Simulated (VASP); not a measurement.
## CrO2 with optB86b-vdW + U: from relaxation to properties

How well does optB86b-vdW + U reproduce what experiment finds for CrO2? The cell is relaxed first, and properties follow on it. The steps: magnetic order: ferromagnetic, magnetic order: antiferromagnetic within the cell, magnetic order: antiferromagnetic, q = (0, 0, 1/2), magnetic order: antiferromagnetic, q = (1/2, 1/2, 1/2), magnetic order: antiferromagnetic, q = (1/2, 1/2, 0), the orders side by side, full relaxation (optB86b-vdW + U), second relaxation, density, ELF and potential (optB86b-vdW + U), bands along the symmetry lines (optB86b-vdW + U), total and projected DOS (optB86b-vdW + U), core levels (optB86b-vdW + U) and field gradients at the nuclei (optB86b-vdW + U). The start is a cell from a database of measured crystal structures.

Method: optB86b-vdW, DFT+U (Cr d 4 eV), spin-polarised from a ferromagnetic start; plane waves and PAW (Cr_pv, O), in the first sound run; inputs show where later runs differ, in VASP 6.6.1.

**What experiment says.**

“Spin-dependent Transport Properties of CrO2 Micro Rod” (2014, pmc:6223964) reports for CrO2, rutile, by powder XRD, Rietveld refinement (micro rod powder annealed at 395 C in sealed tube): lattice constant a (a = b, tetragonal cell) 4.423 Å; lattice constant c (c, tetragonal cell) 2.918 Å.

Report form: the programs' logs are mostly left out.

**1. The structure**

It takes space group P4_2/mnm (No. 136, tetragonal). The conventional cell has a = 4.421 Å, b = 4.421 Å, c = 2.917 Å, α = 90.00°, β = 90.00°, γ = 90.00°. Nearest to Cr lie 6 O at 1.88 to 1.92 Å. O has 3 Cr at 1.88 to 1.92 Å nearest. Farther neighbours and most contacts between anions are not listed.

As a file:

```xyz
6
Lattice="4.4210 0.0000 0.0000 0.0000 4.4210 0.0000 0.0000 0.0000 2.9170" Properties=species:S:1:pos:R:3 pbc="T T T"
Cr    0.0000    0.0000    0.0000
Cr    2.2105    2.2105    1.4585
O     1.3307    1.3307    0.0000
O     0.8798    3.5412    1.4585
O     3.0903    3.0903    0.0000
O     3.5412    0.8798    1.4585
```

**2. Magnetic order: ferromagnetic**

The properties of a magnet depend on its order, so a few collinear patterns are compared first on the cell as listed, beginning with all moments parallel. optB86b-vdW pairs nonlocal correlation with a less repulsive exchange of B86b form. LUSE_VDW switches on a nonlocal correlation term for dispersion. A Hubbard U penalises fractional filling of the localised shell, which semilocal functionals favour.

File INCAR:

```
SYSTEM = CrO2
PREC = Accurate
ENCUT = 520
EDIFF = 1E-06
NELM = 100
ISMEAR = 0
SIGMA = 0.05
LREAL = .FALSE.
ALGO = Normal
GGA = MK
AGGAC = 0
LUSE_VDW = .TRUE.
PARAM1 = 0.1234
PARAM2 = 1
LASPH = .TRUE.
NBANDS = 37
ISPIN = 2
MAGMOM = 3 3 0 0 0 0
LDAU = .TRUE.
LDAUTYPE = 2
LDAUL = 2 -1
LDAUU = 4 0
LDAUJ = 0 0
LDAUPRINT = 1
LMAXMIX = 4
LORBIT = 11
LWAVE = .FALSE.
LCHARG = .FALSE.
KPAR = 8
ISIF = 2
```

File POSCAR:

```
CrO2
1.0
    4.4210000000      0.0000000000      0.0000000000
    0.0000000000      4.4210000000      0.0000000000
    0.0000000000      0.0000000000      2.9170000000
Cr O
2 4
Direct
    0.0000000000      0.0000000000      0.0000000000
    0.5000000000      0.5000000000      0.5000000000
    0.3010000000      0.3010000000      0.0000000000
    0.1990000000      0.8010000000      0.5000000000
    0.6990000000      0.6990000000      0.0000000000
    0.8010000000      0.1990000000      0.5000000000
```

File KPOINTS:

```
Automatic mesh
0
Gamma
5 5 8
0 0 0
```

PAW data sets: Cr_pv and O (PBE family, release 64).

Run with:

```sh
$ mpirun -np 8 vasp_std
```

The job ended after 55 s (8 MPI ranks of Intel Xeon 6975P-C (Granite Rapids), shared host; peak memory 3.7 GiB).

The k-mesh is coarse for a metal. The PAW data sets were made with PBE, which is usual practice but a small mismatch for other functionals. At this level the cell is under a pressure of 7.1 GPa, so at these settings it is away from equilibrium.

This step gave:

```yaml
electronic_steps: 19
electrons: 48
bands: 37
irreducible_k_points: 30
symmetry_operations: 16
free_energy_toten: -32.15 eV
energy_at_zero_smearing: -32.15 eV
fermi_energy: 5.146 eV
pressure: 7.129 GPa
moment_of_the_cell_from_the_last_line_of_the_log: 4 μB
metallic: yes
```

Spin moment in the PAW sphere by atom:

| atom | spin moment in the PAW sphere (μB) |
| --- | --- |
| Cr1 | 2.37 |
| Cr2 | 2.37 |
| O3 | -0.19 |
| O4 | -0.19 |
| O5 | -0.19 |
| O6 | -0.19 |

Force by atom:

| atom | x (eV/Å) | y (eV/Å) | z (eV/Å) | size |
| --- | --- | --- | --- | --- |
| Cr1 | 0.0000 | 0.0000 | 0.0000 | 0.0000 |
| Cr2 | 0.0000 | 0.0000 | 0.0000 | 0.0000 |
| O3 | -0.0581 | -0.0581 | 0.0000 | 0.0821 |
| O4 | 0.0581 | -0.0581 | 0.0000 | 0.0821 |
| O5 | 0.0581 | 0.0581 | 0.0000 | 0.0821 |
| O6 | -0.0581 | 0.0581 | 0.0000 | 0.0821 |

The run ends ferromagnetic with a largest moment of 2.37 μB, and the mesh shows no gap.

**3. Magnetic order: antiferromagnetic within the cell**

This step: optB86b-vdW, DFT+U (Cr d 4 eV), spin-polarised from an antiferromagnetic start; plane waves and PAW (Cr_pv, O) (VASP 6.6.1).

Next, a pattern with opposite moments.

Changes to INCAR since step 2:

```diff
@@ -15,5 +15,5 @@
 LASPH = .TRUE.
-NBANDS = 37
+NBANDS = 33
 ISPIN = 2
-MAGMOM = 3 3 0 0 0 0
+MAGMOM = 3 -3 0 0 0 0
 LDAU = .TRUE.
```

POSCAR is that of step 2.

KPOINTS is that of step 2.

Run with:

```sh
$ mpirun -np 8 vasp_std
```

The job ended after 52 s (8 MPI ranks; peak memory 3.6 GiB).

The gap is read on the k-mesh alone, so it is an upper bound where the band edges lie off the mesh. At this level the cell is under a pressure of 6.1 GPa, so at these settings it is away from equilibrium.

This step gave:

```yaml
electronic_steps: 18
bands: 33
free_energy_toten: -31.83 eV
fermi_energy: 5.354 eV
pressure: 6.071 GPa
metallic: no
valence_top_at_k: 0, 0, 0.5
conduction_bottom_at_k: 0.4, 0, 0.5
least_direct_gap_at_k: 0, 0, 0
gap_on_the_k_mesh: 0.3256 eV
least_direct_gap_on_the_k_mesh: 0.6684 eV
```

Spin moment in the PAW sphere by atom:

| atom | spin moment in the PAW sphere (μB) |
| --- | --- |
| Cr1 | 2.03 |
| Cr2 | -2.03 |
| O3 | -0.02 |
| O4 | 0.02 |
| O5 | -0.02 |
| O6 | 0.02 |

Force by atom:

| atom | x (eV/Å) | y (eV/Å) | z (eV/Å) | size |
| --- | --- | --- | --- | --- |
| Cr1 | 0.000 | 0.000 | 0.000 | 0.000 |
| Cr2 | 0.000 | 0.000 | 0.000 | 0.000 |
| O3 | -0.226 | -0.226 | 0.000 | 0.320 |
| O4 | 0.226 | -0.226 | 0.000 | 0.320 |
| O5 | 0.226 | 0.226 | 0.000 | 0.320 |
| O6 | -0.226 | 0.226 | 0.000 | 0.320 |

The energy lies +54.2 meV an atom from the first pattern. The run ends antiferromagnetic with a largest moment of 2.03 μB, and the mesh shows a gap of 0.33 eV.

**4. Magnetic order: antiferromagnetic, q = (0, 0, 1/2)**

System of this step: CrO2. The structure is tetragonal, space group P4_2/mnm (No. 136). Conventional cell: a = 4.421 Å, b = 4.421 Å, c = 2.917 Å, α = 90.00°, β = 90.00°, γ = 90.00°. Nearest to Cr lie 6 O at 1.88 to 1.92 Å. O has 3 Cr at 1.88 to 1.92 Å nearest. Farther neighbours and most contacts between anions are not listed.

Next, a pattern with opposite moments, which needs a doubled cell; q is given in the reciprocal vectors of the primitive cell.

Changes to INCAR since step 3:

```diff
@@ -15,5 +15,5 @@
 LASPH = .TRUE.
-NBANDS = 33
+NBANDS = 66
 ISPIN = 2
-MAGMOM = 3 -3 0 0 0 0
+MAGMOM = 3 -3 3 -3 0 0 0 0 0 0 0 0
 LDAU = .TRUE.
```

File POSCAR:

```
CrO2
1.0
    4.4210000000      0.0000000000      0.0000000000
    0.0000000000      4.4210000000      0.0000000000
    0.0000000000      0.0000000000      5.8340000000
Cr O
4 8
Direct
    0.0000000000      0.0000000000      0.0000000000
    0.0000000000      0.0000000000      0.5000000000
    0.5000000000      0.5000000000      0.2500000000
    0.5000000000      0.5000000000      0.7500000000
    0.3010000000      0.3010000000      0.0000000000
    0.3010000000      0.3010000000      0.5000000000
    0.1990000000      0.8010000000      0.2500000000
    0.1990000000      0.8010000000      0.7500000000
    0.6990000000      0.6990000000      0.0000000000
    0.6990000000      0.6990000000      0.5000000000
    0.8010000000      0.1990000000      0.2500000000
    0.8010000000      0.1990000000      0.7500000000
```

File KPOINTS:

```
Automatic mesh
0
Gamma
5 5 4
0 0 0
```

Run with:

```sh
$ mpirun -np 8 vasp_std
```

Wall time 2.2 min (8 MPI ranks); peak memory 5.7 GiB; 14 min of CPU time.

Numbers from this step:

* electronic steps: 19
* electrons: 96
* bands: 66
* irreducible k points: 18
* symmetry operations: 8
* free energy (TOTEN): -63.8168 eV
* Fermi energy: 5.072 eV
* pressure: 6.060 GPa
* valence top at k: 0, 0, 0
* conduction bottom at k: 0, 0, 0.5
* least direct gap at k: 0, 0, 0.5
* gap on the k-mesh: 0.2452 eV
* least direct gap on the k-mesh: 0.2806 eV

Spin moment in the PAW sphere by atom:

| atom | spin moment in the PAW sphere (μB) |
| --- | --- |
| Cr1 | 2.09 |
| Cr2 | -2.09 |
| Cr3 | 2.09 |
| Cr4 | -2.09 |
| O5 | -0.06 |
| O6 | 0.06 |
| O7 | -0.06 |
| O8 | 0.06 |
| O9 | -0.06 |
| O10 | 0.06 |
| O11 | -0.06 |
| O12 | 0.06 |

Force by atom:

| atom | x (eV/Å) | y (eV/Å) | z (eV/Å) | size |
| --- | --- | --- | --- | --- |
| Cr1 | 0.000 | 0.000 | 0.272 | 0.272 |
| Cr2 | 0.000 | 0.000 | 0.272 | 0.272 |
| Cr3 | 0.000 | 0.000 | -0.272 | 0.272 |
| Cr4 | 0.000 | 0.000 | -0.272 | 0.272 |
| O5 | -0.311 | -0.311 | -0.038 | 0.441 |
| O6 | -0.311 | -0.311 | -0.038 | 0.441 |
| O7 | 0.311 | -0.311 | 0.038 | 0.441 |
| O8 | 0.311 | -0.311 | 0.038 | 0.441 |
| O9 | 0.311 | 0.311 | -0.038 | 0.441 |
| O10 | 0.311 | 0.311 | -0.038 | 0.441 |
| O11 | -0.311 | 0.311 | 0.038 | 0.441 |
| O12 | -0.311 | 0.311 | 0.038 | 0.441 |

The energy lies +40.3 meV an atom from the first pattern. The run ends antiferromagnetic with a largest moment of 2.09 μB, and the mesh shows a gap of 0.25 eV.

**5. Magnetic order: antiferromagnetic, q = (1/2, 1/2, 1/2)**

INCAR is that of step 4.

File POSCAR:

```
CrO2
1.0
   -4.4210000000      0.0000000000     -2.9170000000
    0.0000000000     -4.4210000000      2.9170000000
   -4.4210000000      0.0000000000      2.9170000000
Cr O
4 8
Direct
    0.0000000000      0.0000000000      0.0000000000
    0.5000000000      0.0000000000      0.5000000000
    0.2500000000      0.5000000000      0.2500000000
    0.7500000000      0.5000000000      0.7500000000
    0.6990000000      0.6990000000      0.0000000000
    0.1990000000      0.6990000000      0.5000000000
    0.2500000000      0.1990000000      0.5510000000
    0.7500000000      0.1990000000      0.0510000000
    0.3010000000      0.3010000000      0.0000000000
    0.8010000000      0.3010000000      0.5000000000
    0.2500000000      0.8010000000      0.9490000000
    0.7500000000      0.8010000000      0.4490000000
```

File KPOINTS:

```
Automatic mesh
0
Gamma
5 5 5
0 0 0
```

Run with:

```sh
$ mpirun -np 8 vasp_std
```

Wall time 2.5 min (8 MPI ranks); peak memory 5.8 GiB; 16 min of CPU time.

This step gave:

* free energy (TOTEN): -63.8536 eV
* Fermi energy: 5.079 eV
* pressure: 6.057 GPa
* conduction bottom at k: 0, 0, 0
* least direct gap at k: 0, 0, 0
* gap on the k-mesh: 0.2616 eV
* least direct gap on the k-mesh: 0.2616 eV

Force by atom:

| atom | x (eV/Å) | y (eV/Å) | z (eV/Å) | size |
| --- | --- | --- | --- | --- |
| Cr1 | 0.000 | 0.000 | -0.011 | 0.011 |
| Cr2 | 0.000 | 0.000 | -0.011 | 0.011 |
| Cr3 | 0.000 | 0.000 | -0.011 | 0.011 |
| Cr4 | 0.000 | 0.000 | -0.011 | 0.011 |
| O5 | -0.297 | -0.297 | 0.006 | 0.420 |
| O6 | -0.297 | -0.297 | 0.006 | 0.420 |
| O7 | 0.297 | -0.297 | 0.006 | 0.420 |
| O8 | 0.297 | -0.297 | 0.006 | 0.420 |
| O9 | 0.297 | 0.297 | 0.006 | 0.420 |
| O10 | 0.297 | 0.297 | 0.006 | 0.420 |
| O11 | -0.297 | 0.297 | 0.006 | 0.420 |
| O12 | -0.297 | 0.297 | 0.006 | 0.420 |

The energy lies +37.3 meV an atom from the first pattern. The run ends antiferromagnetic with a largest moment of 2.11 μB, and the mesh shows a gap of 0.26 eV.

**6. Magnetic order: antiferromagnetic, q = (1/2, 1/2, 0)**

INCAR is that of step 5.

File POSCAR:

```
CrO2
1.0
    8.8420000000      0.0000000000      0.0000000000
    4.4210000000      4.4210000000      0.0000000000
    0.0000000000      0.0000000000      2.9170000000
Cr O
4 8
Direct
    0.0000000000      0.0000000000      0.0000000000
    0.5000000000      0.0000000000      0.0000000000
    0.0000000000      0.5000000000      0.5000000000
    0.5000000000      0.5000000000      0.5000000000
    0.0000000000      0.3010000000      0.0000000000
    0.5000000000      0.3010000000      0.0000000000
    0.6990000000      0.8010000000      0.5000000000
    0.1990000000      0.8010000000      0.5000000000
    0.0000000000      0.6990000000      0.0000000000
    0.5000000000      0.6990000000      0.0000000000
    0.3010000000      0.1990000000      0.5000000000
    0.8010000000      0.1990000000      0.5000000000
```

File KPOINTS:

```
Automatic mesh
0
Gamma
5 5 8
0 0 0
```

Run with:

```sh
$ mpirun -np 8 vasp_std
```

Run time: 4.5 min. Hardware: 8 MPI ranks; peak memory 8.3 GiB; 28 min of CPU time.

At this level the cell is under a pressure of 6.2 GPa, so at these settings it is away from equilibrium.

This step gave:

```
electronic steps               : 20
irreducible k points           : 45
free energy (TOTEN)            : -63.8583 eV
Fermi energy                   : 5.195 eV
pressure                       : 6.159 GPa
valence top at k               : 0.4, 0, 0.5
conduction bottom at k         : 0.4, 0, 0.375
gap on the k-mesh              : 0.4477 eV
least direct gap on the k-mesh : 0.5932 eV
```

Spin moment in the PAW sphere by atom:

| atom | spin moment in the PAW sphere (μB) |
| --- | --- |
| Cr1 | 2.20 |
| Cr2 | -2.20 |
| Cr3 | 2.08 |
| Cr4 | -2.08 |
| O5 | -0.10 |
| O6 | 0.10 |
| O7 | -0.03 |
| O8 | 0.03 |
| O9 | -0.10 |
| O10 | 0.10 |
| O11 | -0.03 |
| O12 | 0.03 |

Force by atom:

| atom | x (eV/Å) | y (eV/Å) | z (eV/Å) | size |
| --- | --- | --- | --- | --- |
| Cr1 | 0.000 | 0.000 | 0.000 | 0.000 |
| Cr2 | 0.000 | 0.000 | 0.000 | 0.000 |
| Cr3 | 0.000 | 0.000 | 0.000 | 0.000 |
| Cr4 | 0.000 | 0.000 | 0.000 | 0.000 |
| O5 | -0.107 | -0.107 | 0.000 | 0.152 |
| O6 | -0.107 | -0.107 | 0.000 | 0.152 |
| O7 | 0.325 | -0.325 | 0.000 | 0.459 |
| O8 | 0.325 | -0.325 | 0.000 | 0.459 |
| O9 | 0.107 | 0.107 | 0.000 | 0.152 |
| O10 | 0.107 | 0.107 | 0.000 | 0.152 |
| O11 | -0.325 | 0.325 | 0.000 | 0.459 |
| O12 | -0.325 | 0.325 | 0.000 | 0.459 |

The energy lies +36.9 meV an atom from the first pattern. The run ends antiferromagnetic with a largest moment of 2.20 μB, and the mesh shows a gap of 0.45 eV.

**7. The orders side by side**

This step: collinear orders at optB86b-vdW, DFT+U (Cr d 4 eV); plane waves and PAW (VASP 6.6.1).

No new run; the numbers come from the runs before.

Patterns, by row:

| start | atoms | energy less that of the first (meV/atom) | largest site moment (μB) | end state |
| --- | --- | --- | --- | --- |
| ferromagnetic | 6 | 0 | 2.37 | ferromagnetic |
| antiferromagnetic within the cell | 6 | 54.2 | 2.03 | antiferromagnetic |
| antiferromagnetic, q = (0, 0, 1/2) | 12 | 40.3 | 2.09 | antiferromagnetic |
| antiferromagnetic, q = (1/2, 1/2, 1/2) | 12 | 37.3 | 2.11 | antiferromagnetic |
| antiferromagnetic, q = (1/2, 1/2, 0) | 12 | 36.9 | 2.2 | antiferromagnetic |

The session goes on in the lowest magnetic state found: ferromagnetic. The next one lies 36.9 meV an atom higher.

**8. Full relaxation (optB86b-vdW + U)**

This step: optB86b-vdW, DFT+U (Cr d 4 eV), spin-polarised from a ferromagnetic start; plane waves and PAW (Cr_pv, O) (VASP 6.6.1).

System of this step: CrO2. The structure is tetragonal, space group P4_2/mnm (No. 136). Conventional cell: a = 4.421 Å, b = 4.421 Å, c = 2.917 Å, α = 90.00°, β = 90.00°, γ = 90.00°. Cr has 6 O at 1.88 to 1.92 Å nearest. Nearest to O lie 3 Cr at 1.88 to 1.92 Å. Farther neighbours and most contacts between anions are not listed.

The start need not lie at this functional's minimum. ISIF = 3 frees volume, shape and positions, and EDIFFG sets the threshold on forces and stress at which the search stops.

Changes to INCAR since step 6:

```diff
@@ -15,5 +15,5 @@
 LASPH = .TRUE.
-NBANDS = 66
+NBANDS = 36
 ISPIN = 2
-MAGMOM = 3 -3 3 -3 0 0 0 0 0 0 0 0
+MAGMOM = 2.37 2.37 -0.19 -0.19 -0.19 -0.19
 LDAU = .TRUE.
@@ -29,2 +29,5 @@
 KPAR = 8
-ISIF = 2
+IBRION = 2
+NSW = 60
+ISIF = 3
+EDIFFG = -0.01
```

File POSCAR:

```
CrO2
1.0
    4.4210000000      0.0000000000      0.0000000000
    0.0000000000      4.4210000000      0.0000000000
    0.0000000000      0.0000000000      2.9170000000
Cr O
2 4
Direct
    0.0000000000      0.0000000000      0.0000000000
    0.5000000000      0.5000000000      0.5000000000
    0.3010000000      0.3010000000      0.0000000000
    0.1990000000      0.8010000000      0.5000000000
    0.6990000000      0.6990000000      0.0000000000
    0.8010000000      0.1990000000      0.5000000000
```

KPOINTS is that of step 6.

Run with:

```sh
$ mpirun -np 8 vasp_std
```

It took 4.3 min on 8 MPI ranks; peak memory 3.8 GiB.

The magnetic order is the lowest of the few collinear ones that converged above; longer or canted patterns were not tried. The run keeps the 16 symmetry operations of its start, so it cannot find a distortion of lower symmetry.

The steps of the relaxation:

| step | energy less that of the first step (eV) | largest force (eV/Å) | pressure (GPa) | volume (Å³) |
| --- | --- | --- | --- | --- |
| 1 | 0.0000 | 0.0821 | 7.12 | 57.01 |
| 2 | -0.0003 | 0.1537 | -6.49 | 60.57 |
| 3 | -0.0401 | 0.0500 | -0.15 | 58.75 |
| 4 | -0.0400 | 0.0478 | 0.05 | 58.71 |
| 5 | -0.0411 | 0.0149 | 0.07 | 58.69 |
| 6 | -0.0413 | 0.0063 | 0.10 | 58.67 |
| 7 | -0.0413 | 0.0090 | 0.11 | 58.67 |
| 8 | -0.0413 | 0.0128 | 0.07 | 58.67 |
| 9 | -0.0413 | 0.0087 | 0.14 | 58.67 |

| conventional cell, symmetrised | before | after | change |
| --- | --- | --- | --- |
| a (Å) | 4.421 | 4.447 | +0.6 % |
| b (Å) | 4.421 | 4.447 | +0.6 % |
| c (Å) | 2.917 | 2.967 | +1.7 % |
| volume (Å³/atom) | 9.50 | 9.78 | +2.9 % |

The relaxed structure:

```xyz
6
Lattice="4.4468 0.0000 0.0000 0.0000 4.4468 0.0000 0.0000 0.0000 2.9670" Properties=species:S:1:pos:R:3 pbc="T T T"
Cr    0.0000    0.0000    0.0000
Cr    2.2234    2.2234    1.4835
O     1.3397    1.3397    0.0000
O     0.8837    3.5631    1.4835
O     3.1071    3.1071    0.0000
O     3.5631    0.8837    1.4835
```

Numbers from this step:

* electrons: 48
* bands: 36
* irreducible k points: 30
* symmetry operations: 16
* free energy (TOTEN): -32.19 eV
* energy at zero smearing: -32.19 eV
* Fermi energy: 4.784 eV
* pressure: 0.1366 GPa
* metallic: yes
* SCF cycles over all ionic steps: 73

Spin moment in the PAW sphere by atom:

| atom | spin moment in the PAW sphere (μB) |
| --- | --- |
| Cr1 | 2.41 |
| Cr2 | 2.41 |
| O3 | -0.21 |
| O4 | -0.21 |
| O5 | -0.21 |
| O6 | -0.21 |

It ends with a largest force of 0.009 eV/Å and a pressure of 0.14 GPa.

**9. Second relaxation**

The basis stayed that of the start cell while the cell moved. A rerun from the cell reached resets it; the error of the finite cutoff stays.

INCAR is that of step 8.

File POSCAR:

```
CrO2
1.0
    4.4468195504      0.0000000000      0.0000000000
    0.0000000000      4.4468195504      0.0000000000
    0.0000000000      0.0000000000      2.9670365431
Cr O
2 4
Direct
    0.0000000000      0.0000000000      0.0000000000
    0.5000000000      0.5000000000      0.5000000000
    0.3012741296      0.3012741296      0.0000000000
    0.1987258704      0.8012741296      0.5000000000
    0.6987258704      0.6987258704      0.0000000000
    0.8012741296      0.1987258704      0.5000000000
```

KPOINTS is that of step 8.

Run with:

```sh
$ mpirun -np 8 vasp_std
```

Wall time 1.7 min (8 MPI ranks); peak memory 3.8 GiB; 11 min of CPU time.

Little changed from the start: no atom moved by 0.005 Å and no cell edge by 0.1 %.

This step gave:

* free energy (TOTEN): -32.20 eV
* energy at zero smearing: -32.20 eV
* Fermi energy: 4.775 eV
* pressure: 0.08731 GPa
* SCF cycles over all ionic steps: 31

It ends with a largest force of 0.004 eV/Å and a pressure of 0.09 GPa. The volume moved by only 0.07 %, so the volume is settled.

(Part 1 of 2 ends here.)

[Lines on the potential files, build, host, timing and source positions are cut from VASP's logs without a mark.]

[Logs are printed without paths, hosts, clocks, repeated set-up lines and the standing remarks that a program may print on its own settings, such as how far it seeks lower states.]

[Hosts, paths, dates, database ids (printed as entryN), source tags and the programs' standing remarks are cut or masked in the printed files.]

[A measured line is paired with the nearest computed mode of its activity, which favours agreement.]
